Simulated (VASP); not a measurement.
Input:

```xyz
2
Lattice="0.0000 2.9455 2.9455 2.9455 0.0000 2.9455 2.9455 2.9455 0.0000" Properties=species:S:1:pos:R:3 pbc="T T T"
Pb     0.0000     0.0000     0.0000
S      2.9455     2.9455     2.9455
```

Method: SCAN meta-GGA, VASP's PBE PAW potentials (set 64) (plane waves; VASP). Run with 520 eV cut-off, 8×8×8 Γ-centred mesh, Gaussian smearing of 0.050 eV, potentials Pb_d S.

### Question
Give the stress tensor in GPa (positive for a compressed cell).

### Answer

```
2.02  0.00  0.00
0.00  2.02  0.00
0.00  0.00  2.02
```
The pressure is its mean diagonal, 2.02 GPa.

The compound is PbS in the rock salt structure. This cell is one point of a volume scan, at 0.97 of the reference volume.
